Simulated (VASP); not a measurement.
# CdW3 (Pm-3m) in VASP: notebook, part 2 of 3

VASP 6.6.1.

## (3) Single point, PBE

This run uses another cell than the first one, of 16.68 Å³/atom, 0.950 times its volume.

The input, INCAR:

```
PREC = Accurate
ENCUT = 520
EDIFF = 1E-7
ISMEAR = 0
SIGMA = 0.1
LREAL = F
LASPH = T
NELM = 100
ALGO = Normal
ISIF = 2
LWAVE = F
LCHARG = F
GGA = PE
NBANDS = 35
```

The input, KPOINTS:

```
regular mesh
0
Gamma
  4 4 4
```

The input, POSCAR:

```
CdW3
1.0
    4.0560116945      0.0000000000      0.0000000000
    0.0000000000      4.0560116945      0.0000000000
    0.0000000000      0.0000000000      4.0560116945
Cd W
1 3
Direct
    0.0000000000      0.0000000000      0.0000000000
    0.0000000000      0.5000000000      0.5000000000
    0.5000000000      0.0000000000      0.5000000000
    0.5000000000      0.5000000000      0.0000000000
```

Potentials or basis: VASP PAW PBE potentials, release 64 (Cd, W_sv).

Launch:

```bash
cat potpaw_PBE.64/Cd/POTCAR potpaw_PBE.64/W_sv/POTCAR > POTCAR
mpirun -np 1 vasp_std > vasp.out
```

OUTCAR:

```text
PREC = Accurate
   ENCUT = 520
   EDIFF = 1E-7
   ISMEAR = 0
   LREAL = F
   LASPH = T
   NELM = 100
   ISIF = 2
   GGA = PE

 ion  position               nearest neighbor table
   1  0.000  0.000  0.000-   2 2.87   3 2.87   4 2.87   2 2.87   3 2.87   2 2.87   4 2.87   2 2.87
                             3 2.87   4 2.87   3 2.87   4 2.87
   2  0.000  0.500  0.500-   1 2.87   3 2.87   4 2.87   1 2.87   4 2.87   1 2.87   3 2.87   1 2.87
                             3 2.87   4 2.87   4 2.87   3 2.87
   3  0.500  0.000  0.500-   1 2.87   2 2.87   4 2.87   1 2.87   4 2.87   2 2.87   4 2.87   4 2.87
                             1 2.87   2 2.87   1 2.87   2 2.87
   4  0.500  0.500  0.000-   1 2.87   2 2.87   3 2.87   2 2.87   3 2.87   1 2.87   3 2.87   3 2.87
                             1 2.87   2 2.87   2 2.87   1 2.87

  LATTYP: Found a simple cubic cell.
 ALAT       =     4.0560116945

  Lattice vectors:

 A1 = (   4.0560116945,   0.0000000000,   0.0000000000)
 A2 = (   0.0000000000,   4.0560116945,   0.0000000000)
 A3 = (   0.0000000000,   0.0000000000,   4.0560116945)

Analysis of symmetry for initial positions (statically):
=====================================================================
 Subroutine PRICEL returns:
 Original cell was already a primitive cell.

 Routine SETGRP: Setting up the symmetry group for a
 simple cubic supercell.

 Subroutine GETGRP returns: Found 48 space group operations
 (whereof 48 operations were pure point group operations)
 out of a pool of 48 trial point group operations.

The static configuration has the point symmetry O_h .

Analysis of symmetry for dynamics (positions and initial velocities):
=====================================================================
 Subroutine PRICEL returns:
 Original cell was already a primitive cell.

 Routine SETGRP: Setting up the symmetry group for a
 simple cubic supercell.

 Subroutine GETGRP returns: Found 48 space group operations
 (whereof 48 operations were pure point group operations)
 out of a pool of 48 trial point group operations.

The dynamic configuration has the point symmetry O_h .

 Subroutine INISYM returns: Found 48 space group operations
 (whereof 48 operations are pure point group operations),
 and found     1 'primitive' translations

----------------------------------------------------------------------------------------

                                     Primitive cell

  volume of cell :      66.7264

  direct lattice vectors                    reciprocal lattice vectors
     4.056011695  0.000000000  0.000000000     0.246547613  0.000000000  0.000000000
     0.000000000  4.056011695  0.000000000     0.000000000  0.246547613  0.000000000
     0.000000000  0.000000000  4.056011695     0.000000000  0.000000000  0.246547613

  length of vectors
     4.056011695  4.056011695  4.056011695     0.246547613  0.246547613  0.246547613

  position of ions in fractional coordinates (direct lattice)
     0.000000000  0.000000000  0.000000000
     0.000000000  0.500000000  0.500000000
     0.500000000  0.000000000  0.500000000
     0.500000000  0.500000000  0.000000000

  ion indices of the primitive-cell ions
   primitive index   ion index
                 1           1
                 2           2
                 3           3
                 4           4

----------------------------------------------------------------------------------------

 KPOINTS: regular mesh

Automatic generation of k-mesh.
 Grid dimensions read from file:
 generate k-points for:    4    4    4

 Generating k-lattice:

  Cartesian coordinates                     Fractional coordinates (reciprocal lattice)
     0.061636903  0.000000000  0.000000000     0.250000000  0.000000000  0.000000000
     0.000000000  0.061636903  0.000000000     0.000000000  0.250000000  0.000000000
     0.000000000  0.000000000  0.061636903     0.000000000  0.000000000  0.250000000

  Length of vectors
     0.061636903  0.061636903  0.061636903

  Shift w.r.t. Gamma in fractional coordinates (k-lattice)
     0.000000000  0.000000000  0.000000000

 Subroutine IBZKPT returns following result:
 ===========================================

 Found     10 irreducible k-points:

 Following reciprocal coordinates:
            Coordinates               Weight
  0.000000  0.000000  0.000000      1.000000
  0.250000  0.000000  0.000000      6.000000
  0.500000  0.000000  0.000000      3.000000
  0.250000  0.250000  0.000000     12.000000
  0.500000  0.250000  0.000000     12.000000
  0.500000  0.500000  0.000000      3.000000
  0.250000  0.250000  0.250000      8.000000
  0.500000  0.250000  0.250000     12.000000
  0.500000  0.500000  0.250000      6.000000
  0.500000  0.500000  0.500000      1.000000
   k-points           NKPTS =     10   k-points in BZ     NKDIM =     10   number of bands    NBANDS=     35
   number of dos      NEDOS =    301   number of ions     NIONS =      4
   total plane-waves  NPLWV =  27000
   dimension x,y,z NGX =    30 NGY =   30 NGZ =   30
   dimension x,y,z NGXF=    60 NGYF=   60 NGZF=   60
   ions per type =               1   3
   NGX,Y,Z   is equivalent  to a cutoff of  12.30, 12.30, 12.30 a.u.
   NGXF,Y,Z  is equivalent  to a cutoff of  24.59, 24.59, 24.59 a.u.
 SYSTEM =  unknown system
   PREC   = accura    normal or accurate (medium, high low for compatibility)
   ISTART =      0    job   : 0-new  1-cont  2-samecut
   ICHARG =      2    charge: 1-file 2-atom 10-const
   ISPIN  =      1    spin polarized calculation?
   LNONCOLLINEAR =      F non collinear calculations
   LSORBIT =      F    spin-orbit coupling
   LASPH  =      T    aspherical Exc in radial PAW
   ENCUT  =  520.0 eV  38.22 Ry    6.18 a.u.   7.54  7.54  7.54*2*pi/ulx,y,z
   NELM   =    100;   NELMIN=  2; NELMDL= -5     # of ELM steps
   EDIFF  = 0.1E-06   stopping-criterion for ELM
   LREAL  =      F    real-space projection
[... 7 lines left out ...]
   TEBEG  =    0.0;   TEEND  =   0.0 temperature during run
   PSTRESS=    0.0 pullay stress
   NELECT =      54.0000    total number of electrons
   NUPDOWN=      -1.0000    fix difference up-down
   EMIN   =  10.00;   EMAX   =-10.00  energy-range for DOS
   EFERMI =   0.00;   METHOD = LEGACY
   ISMEAR =     0;   SIGMA  =   0.10  broadening in eV -4-tet -1-fermi 0-gaus
   EFERMI_NEDOS =   21; number of points for ismear=-14 and -15
   IALGO  =     38    algorithm
   IMIX   =      4    mixing-type and parameters
     AMIX     =   0.40;   BMIX     =  1.00
     AMIX_MAG =   1.60;   BMIX_MAG =  1.00
  volume/ion in A,a.u.               =      16.68       112.57
  Fermi-wavevector in a.u.,A,eV,Ry     =   1.525598  2.882963 31.666885  2.327450
  Thomas-Fermi vector in A             =   2.633747
   LORBIT       =      0    0 simple, 1 ext, 2 COOP (PROOUT), +10 PAW based schemes
   GGA     = PE    functional components
   LHFCALC =     F    Hartree Fock is set to
   AEXX    =    0.0000 exact exchange contribution
   IVDW    =     0    specifies the selected vdW correction
   LEPSILON=     F    determine dielectric tensor
   LRPA    =     F    only Hartree local field effects (RPA)
 non-spin polarized calculation
 Gauss-broadening in eV      SIGMA  =   0.10
  energy-cutoff  :      520.00
  volume of cell :       66.73
 maximum number of plane-waves:      1856
   NGX = 15   NGY = 15   NGZ = 15

 number of electron      53.9999989 magnetization

 Free energy of the ion-electron system (eV)
  ---------------------------------------------------
  ext. energy  EPLUGINS =         0.00000000
  ---------------------------------------------------
  free energy    TOTEN  =       -37.10226323 eV

  energy without entropy =      -37.09109939  energy(sigma->0) =      -37.09668131

 E-fermi :   9.0723     XC(G=0): -13.1434

 val. band max:        8.8365150226   @ k =   0.5000   0.2500   0.0000
 cond. band min:       9.1381722045   @ k =   0.2500   0.0000   0.0000
 fundamental gap:      0.3016571819
 Fermi energy:         9.0723083825

 k-point     1 :       0.0000    0.0000    0.0000
  band No.  band energies     occupation
      1     -65.0147      2.00000
      2     -64.9170      2.00000
      3     -64.9170      2.00000
      4     -29.5239      2.00000
      5     -29.5239      2.00000
      6     -29.5239      2.00000
[... 369 lines left out ...]
     34      13.6025      0.00000
     35      13.6025      0.00000

------------------------ aborting loop because EDIFF is reached ----------------------------------------

  FORCE on cell =-STRESS in cart. coord.  units (eV):
  Direction    XX          YY          ZZ          XY          YZ          ZX
  --------------------------------------------------------------------------------------
  -------------------------------------------------------------------------------------
  Total        0.4186174      0.4186174      0.4186174      0.0000000      0.0000000     -0.0000000
  in kB       10.0514856     10.0514856     10.0514856      0.0000000      0.0000000     -0.0000000
  external PRESSURE =      10.0514856 kB  Pullay stress =       0.0000000 kB

 VOLUME and BASIS-vectors are now :
 -----------------------------------------------------------------------------
  energy-cutoff  :      520.00
  volume of cell :       66.73
      direct lattice vectors                 reciprocal lattice vectors
     4.056011695  0.000000000  0.000000000     0.246547613  0.000000000  0.000000000
     0.000000000  4.056011695  0.000000000     0.000000000  0.246547613  0.000000000
     0.000000000  0.000000000  4.056011695     0.000000000  0.000000000  0.246547613

 POSITION                                       TOTAL-FORCE (eV/Angst)
 -----------------------------------------------------------------------------------
      0.00000      0.00000      0.00000         0.000000      0.000000      0.000000
      0.00000      2.02801      2.02801         0.000000      0.000000      0.000000
      2.02801      0.00000      2.02801         0.000000      0.000000      0.000000
      2.02801      2.02801      0.00000         0.000000      0.000000      0.000000
 -----------------------------------------------------------------------------------
    total drift:                                0.000000      0.000000     -0.000000

  FREE ENERGIE OF THE ION-ELECTRON SYSTEM (eV)
  ---------------------------------------------------
  free  energy   TOTEN  =       -37.1022632261 eV

  energy  without entropy=      -37.0910993877  energy(sigma->0) =      -37.09668131
```

It took 15 s on 1 thread of Intel Xeon Platinum 8488C (Sapphire Rapids), shared host; peak memory 0.17 GiB.

Results:

| Quantity | Value |
| --- | --- |
| Free energy | -37.1023 eV |
| Pressure | 1.0 GPa |
| Band gap on the k mesh | none (metal or under the smearing width) |

Caveat: the k mesh is coarse (spacing up to 0.39 Å⁻¹), so the values aren't converged. The run has no spin-orbit coupling, so splittings on W are missing.

(Continued in part 3 of 3.)
